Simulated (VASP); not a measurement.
These are PBE GGA, VASP's PBE PAW potentials (set 64) (plane waves; VASP) values and carry that method's errors.

VASP ran on this input.

### INCAR
```
SYSTEM = HfN
PREC = Accurate
ENCUT = 520
EDIFF = 1E-7
NELM = 100
ALGO = Normal
LREAL = .FALSE.
LASPH = .TRUE.
ISMEAR = 1
SIGMA = 0.1
GGA = PE
LMAXMIX = 6
LWAVE = .FALSE.
LCHARG = .FALSE.
ISIF = 2
```

POSCAR:
```
HfN
1
    0.0000000000     2.2208855312     2.2208855312
    2.2208855312     0.0000000000     2.2208855312
    2.2208855312     2.2208855312     0.0000000000
Hf N
1 1
Direct
  0.0000000000   0.0000000000   0.0000000000
  0.5000000000   0.5000000000   0.5000000000
```

**KPOINTS**
```
K-points
0
Gamma
  14 14 14
0 0 0
```

POTCAR, in this order: Hf_pv N (PBE.64 set). Program: vasp_std.

Output of the run:

OUTCAR:
```
 ion  position               nearest neighbor table
   1  0.000  0.000  0.000-   2 2.22   2 2.22   2 2.22   2 2.22   2 2.22   2 2.22
   2  0.500  0.500  0.500-   1 2.22   1 2.22   1 2.22   1 2.22   1 2.22   1 2.22
  LATTYP: Found a face centered cubic cell.
 ALAT       =     4.4417710624
 Subroutine PRICEL returns:
 Original cell was already a primitive cell.
 Subroutine GETGRP returns: Found 48 space group operations
The static configuration has the point symmetry O_h .
The dynamic configuration has the point symmetry O_h .
 Subroutine INISYM returns: Found 48 space group operations
 Subroutine IBZKPT returns following result:
 Found    104 irreducible k-points:

 Following reciprocal coordinates:
            Coordinates               Weight
  0.000000  0.000000  0.000000      1.000000
  0.071429  0.000000  0.000000      8.000000
  0.142857  0.000000  0.000000      8.000000
  0.214286  0.000000  0.000000      8.000000
  0.285714  0.000000  0.000000      8.000000
  0.357143  0.000000  0.000000      8.000000
  0.428571  0.000000  0.000000      8.000000
  0.500000  0.000000  0.000000      4.000000
  0.071429  0.071429  0.000000      6.000000
...
```

File OSZICAR:
```
       N       E                     dE             d eps       ncg     rms          rms(c)
DAV:   1     0.408241552496E+02    0.40824E+02   -0.83392E+03  2288   0.130E+03
DAV:   2    -0.223687287866E+02   -0.63193E+02   -0.59458E+02  3038   0.258E+02
DAV:   3    -0.246581981619E+02   -0.22895E+01   -0.22609E+01  2868   0.426E+01
DAV:   4    -0.246784511399E+02   -0.20253E-01   -0.20165E-01  2713   0.384E+00
DAV:   5    -0.246787336758E+02   -0.28254E-03   -0.28241E-03  2916   0.356E-01    0.546E+01
DAV:   6    -0.217344899983E+02    0.29442E+01   -0.15029E+01  2670   0.286E+01    0.446E+01
DAV:   7    -0.216919283754E+02    0.42562E-01   -0.64121E-01  2567   0.743E+00    0.274E+01
DAV:   8    -0.216819793107E+02    0.99491E-02   -0.97591E-02  2688   0.292E+00    0.582E+00
DAV:   9    -0.216737458128E+02    0.82335E-02   -0.49588E-02  2701   0.154E+00    0.162E+00
DAV:  10    -0.216733536393E+02    0.39217E-03   -0.23004E-03  2672   0.420E-01    0.303E-01
DAV:  11    -0.216733589549E+02   -0.53156E-05   -0.20154E-04  2817   0.130E-01    0.727E-02
DAV:  12    -0.216733548174E+02    0.41375E-05   -0.16766E-05  2685   0.385E-02    0.258E-02
DAV:  13    -0.216733546364E+02    0.18105E-06   -0.68755E-07  2719   0.891E-03    0.758E-04
DAV:  14    -0.216733546540E+02   -0.17636E-07   -0.10408E-08  1423   0.123E-03
   1 F= -.21673355E+02 E0= -.21673215E+02  d E =-.419607E-03
```

**OUTCAR**
```
------------------------ aborting loop because EDIFF is reached ----------------------------------------
  FORCE on cell =-STRESS in cart. coord.  units (eV):
  Direction    XX          YY          ZZ          XY          YZ          ZX
  --------------------------------------------------------------------------------------
  Total        2.6219528      2.6219528      2.6219528      0.0000000     -0.0000000      0.0000000
  in kB      191.7462756    191.7462756    191.7462756      0.0000000     -0.0000000      0.0000000
  external PRESSURE =     191.7462756 kB  Pullay stress =       0.0000000 kB
  volume of cell :       21.91
      direct lattice vectors                 reciprocal lattice vectors
     0.000000000  2.220885531  2.220885531    -0.225135421  0.225135421  0.225135421
     2.220885531  0.000000000  2.220885531     0.225135421 -0.225135421  0.225135421
     2.220885531  2.220885531  0.000000000     0.225135421  0.225135421 -0.225135421
 POSITION                                       TOTAL-FORCE (eV/Angst)
 -----------------------------------------------------------------------------------
      0.00000      0.00000      0.00000         0.000000      0.000000      0.000000
      2.22089      2.22089      2.22089        -0.000000     -0.000000     -0.000000
 -----------------------------------------------------------------------------------
    total drift:                                0.000000     -0.000000     -0.000000
  FREE ENERGIE OF THE ION-ELECTRON SYSTEM (eV)
  ---------------------------------------------------
  free  energy   TOTEN  =       -21.6733546540 eV

  energy  without entropy=      -21.6729350468  energy(sigma->0) =      -21.67321478
```
(Selected blocks of OUTCAR.)

The compound is HfN in the rock salt structure. This cell is one point of a volume scan, at 0.94 of the reference volume. The electron count is odd and the run is not spin-polarised, which forces a metal.
